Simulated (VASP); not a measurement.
# Quasiparticle energies of ZnSe (Stilleite) in VASP, part 3 of 3

How does the gap of ZnSe (Stilleite) change from the starting functional to GW? The cell is of the zinc-blende type, one of the forms listed for this formula, which need not be the common one. The start is a cell from a database of measured crystal structures.

VASP 6.6.1, plane waves and PAW; the level of theory is named at each step.

So far, quasiparticle gap on the mesh (eV): step 4 (G0W0, k-mesh 4×4×4) 2.39; step 7 (k-mesh 6×6×6) 2.45. Also gap on the k-mesh (eV): step 3 (empty bands, k-mesh 4×4×4) 1.27; step 5 (ground state, k-mesh 6×6×6) 1.28; step 8 (ground state, k-mesh 8×8×8) 1.28.

## Step 9: Empty bands, k-mesh 8×8×8

Level of this step: PBE; plane waves and PAW (Zn_GW, Se_GW) (VASP).

The empty bands are made again, for the run that follows.

Input file INCAR:

```
SYSTEM = ZnSe
PREC = Accurate
ENCUT = 350
ISMEAR = 0
SIGMA = 0.01
LREAL = .FALSE.
GGA = PE
NBANDS = 104
ALGO = Exact
NELM = 1
LWAVE = .TRUE.
LCHARG = .FALSE.
LOPTICS = .TRUE.
NEDOS = 1000
CSHIFT = 0.1
```

Input file POSCAR:

```
ZnSe
1.0
    0.0000000000      2.8338000000      2.8338000000
    2.8338000000      0.0000000000      2.8338000000
    2.8338000000      2.8338000000      0.0000000000
Zn Se
1 1
Direct
    0.0000000000      0.0000000000      0.0000000000
    0.2500000000      0.2500000000      0.2500000000
```

Input file KPOINTS:

```
Automatic mesh
0
Gamma
8 8 8
0 0 0
```

The projector-augmented-wave data sets are Zn_GW and Se_GW (PBE family, release 64).

On the command line:

```console
$ mpirun -np 8 vasp_std
```

Output:

```text
[... set-up lines as in an earlier step ...]
 entering main loop
       N       E                     dE             d eps       ncg     rms          rms(c)
DIA:   1    -0.602237034307E+01   -0.60224E+01    0.00000E+00     0   0.000E+00
   1 F= -.60223703E+01 E0= -.60223703E+01  d E =-.351925E-16
 writing wavefunctions
 optical routines
 imaginary and real dielectric function
 recalculating local potential from charge density
 direction            1
 direction            2
 direction            3
```

Elapsed: 4.2 s, on 8 MPI ranks of Intel Xeon 6975P-C (Granite Rapids), shared host; peak memory 1.2 GiB.

From OUTCAR (step 9):

```text
  Total        0.5926673      0.5926673      0.5926673     -0.0000000     -0.0000000     -0.0000000
  in kB       20.8633464     20.8633464     20.8633464     -0.0000000     -0.0000000     -0.0000000
  external PRESSURE =      20.8633464 kB  Pullay stress =       0.0000000 kB

 POSITION                                       TOTAL-FORCE (eV/Angst)
 -----------------------------------------------------------------------------------
      0.00000      0.00000      0.00000        -0.000000     -0.000000      0.000000
      1.41690      1.41690      1.41690         0.000000      0.000000     -0.000000
 -----------------------------------------------------------------------------------
    total drift:                               -0.000001     -0.000001      0.000000

  FREE ENERGIE OF THE ION-ELECTRON SYSTEM (eV)
  ---------------------------------------------------
  free  energy   TOTEN  =        -6.0223703431 eV

  energy  without entropy=       -6.0223703431  energy(sigma->0) =       -6.02237034

[... 1 part as in an earlier step ...]

[... 2 further parts left out ...]
[key lines of the parts left out:]
E-fermi :   2.6976
```

## Step 10: G0W0, k-mesh 8×8×8

This step: G0W0 on PBE; plane waves and PAW (Zn_GW, Se_GW) (VASP 6.6.1).

The mesh goes to 8×8×8.

Input file INCAR:

```
SYSTEM = ZnSe
PREC = Accurate
ENCUT = 350
ISMEAR = 0
SIGMA = 0.01
LREAL = .FALSE.
GGA = PE
NBANDS = 104
ALGO = EVGW0
NELMGW = 1
ENCUTGW = 100
NOMEGA = 48
PRECFOCK = Fast
NBANDSGW = 24
LWAVE = .FALSE.
LCHARG = .FALSE.
```

POSCAR is that of step 9.

KPOINTS is that of step 9.

On the command line:

```console
$ mpirun -np 8 vasp_std
```

Output:

```text
[banner, memory and clock lines left out]
running    8 mpi-ranks, on    1 nodes
[...]
[... a notice as in an earlier step ...]

 [... a notice as in an earlier step ...]

 LDA part: xc-table for (Slater+PW92), standard interpolation
 found WAVECAR, reading the header
 POSCAR, INCAR and KPOINTS ok, starting setup
[...]
reading WAVECAR
 the WAVECAR file was read successfully
 initial charge from wavefunction
 available memory per node:     68.22 GB, setting MAXMEM to     69861

 The Fermi energy was updated, please check that it is located mid-gap
 values below the HOMO (VB) or above the LUMO (CB) will cause erroneous energies
 E-fermi :   3.2842

 calculate exact exchange contribution
 the WAVEDER file was read successfully
energies w=
    0.000    0.000    0.548    0.000    1.094    0.000    1.635    0.000
    2.170    0.000    2.697    0.000    3.216    0.000    3.726    0.000
    4.225    0.000    4.716    0.000    5.198    0.000    5.672    0.000
[...]
total number of BLAS operations       4664.06 Gflops
NQ=  25    0.5000    0.3750    0.1250,
|.........|.........|.........|.........|.........|.........|.........|.........
 performed      57551000 updates of chi_q(r,r)
 total number of BLAS operations       4914.76 Gflops
NQ=  26   -0.3750    0.3750    0.1250,
|.........|.........|.........|.........|.........|.........|.........|.........
 performed      60982000 updates of chi_q(r,r)
 total number of BLAS operations       5211.67 Gflops
NQ=  27   -0.2500    0.3750    0.1250,
|.........|.........|.........|.........|.........|.........|.........|.........
 performed      63814000 updates of chi_q(r,r)
 total number of BLAS operations       5475.97 Gflops
NQ=  28   -0.3750    0.5000    0.1250,
|.........|.........|.........|.........|.........|.........|.........|.........
 performed      66072000 updates of chi_q(r,r)
 total number of BLAS operations       5671.37 Gflops
NQ=  29   -0.2500    0.5000    0.2500,
|.........|.........|.........|.........|.........|.........|.........|.........
 performed      67726000 updates of chi_q(r,r)
 total number of BLAS operations       5825.74 Gflops
 resolving degeneracies of screened two electron integrals

 calculate QP shifts <psi_nk| G(iteration)W_0 |psi_nk>: iteration 1
 entering main loop
```

It took 3.2 min on 8 MPI ranks; peak memory 3.2 GiB.

Parts of OUTCAR (step 10):

```text
 QP shifts <psi_nk| G(iteration)W_0 |psi_nk>: iteration 1
 for sc-GW calculations column KS-energies equals QP-energies in previous step
 and V_xc(KS)=  KS-energies - (<T + V_ion + V_H > + <T+V_H+V_ion>^1  + <V_x>^1)
 k-point   1 :       0.0000    0.0000    0.0000
  band No.  KS-energies  QP-energies   sigma(KS)   V_xc(KS)     V^pw_x(r,r')   Z            occupation Imag(sigma)
    ...
      6      -3.5230      -5.4130     -23.2755     -20.5046     -31.9431       0.6821       2.0000       0.1762
      7       2.6451       1.9680     -14.4534     -13.5689     -16.4017       0.7655       2.0000       0.0688
      8       2.6451       1.9680     -14.4534     -13.5689     -16.4017       0.7655       2.0000       0.0688
      9       2.6451       1.9680     -14.4534     -13.5689     -16.4017       0.7655       2.0000       0.0688
     10       3.9233       4.4286      -9.7158     -10.3525      -6.4682       0.7936       0.0000      -0.0569
     11       8.4451       8.8088      -9.2900      -9.7590      -5.1053       0.7752       0.0000      -0.0993
     12       8.4451       8.8088      -9.2900      -9.7590      -5.1053       0.7752       0.0000      -0.0993
     13       8.4451       8.8088      -9.2900      -9.7590      -5.1053       0.7752       0.0000      -0.0993
    ...

[... 1 part as in an earlier step ...]

[... 2 further parts left out ...]
[key lines of the parts left out:]
E-fermi :   3.2842
```

The gap is now 2.461 eV, +9 meV against the GW run before. Spin-orbit coupling is left out.

## Step 11: Summary

This step: GW series: G0W0 on PBE; plane waves and PAW (VASP 6.6.1).

No new run; the numbers come from the runs before.

Cost is wall time times ranks on a shared host, with the step that makes the empty bands. GW runs:

```csv
level,bands,ENCUTGW (eV),NOMEGA,k mesh,starting gap (eV),quasiparticle gap (eV),direct gap (eV),cost (core minutes)
G0W0,104,100,48,4x4x4,1.266,2.394,2.394,1.31
G0W0,104,100,48,6x6x6,1.277,2.451,2.451,6.48
G0W0,104,100,48,8x8x8,1.278,2.461,2.461,25.89
```

## Step 12: What came out

```
G0W0 on PBE, 104 bands, ENCUTGW 100 eV, NOMEGA 48, mesh 8×8×8 : 1.278 → 2.461 eV
G0W0 on PBE, 104 bands, ENCUTGW 100 eV, NOMEGA 48, mesh 4×4×4 : 1.266 → 2.394 eV
```

In words: G0W0 gives a quasiparticle gap of 2.461 eV on the mesh, 1.18 eV over the PBE gap on the same mesh. On mesh and path the starting valence top lies at Γ and the conduction bottom at Γ, so the starting gap is direct. Both points lie on the GW mesh. The steps of the series move the gap by +58, +9 meV; the last costs 4.0 times the one before. The last step lies within a tolerance of 30 meV, picked for this account, and the last two together move the gap by +67 meV. Every mesh holds the starting band edges. Bands and response cutoff weren't varied. In Zn_GW the d shell is in the valence without all the semicore s and p states of the same shell; those stay frozen in the core, and how far that moves the GW gap wasn't tested here. Spin-orbit coupling is left out; with Zn and Se in the cell it can split or shift band edges, by an amount that depends on which atoms form them and isn't tested here. Not tabulated here, as repeats of values shown or as unfit to read for their mesh, reference level or band range: eps2 curves (empty bands); eps1 curves and static values (empty bands); gaps (empty bands).

[Lines on the potential files, build, host, timing and source positions are cut from VASP's logs without a mark.]

[Logs are printed without paths, hosts, clocks, repeated set-up lines and the standing remarks that a program may print on its own settings, such as how far it seeks lower states.]

[Hosts, paths, dates, database ids (printed as entryN), source tags and the programs' standing remarks are cut or masked in the printed files.]

[Pressures printed for these runs are not shown converged in the cutoff: they can be off by several GPa and have the wrong sign.]

[In band tables of VASP the shares of atoms and orbitals are scaled to a sum of 1 inside the atoms' spheres.]
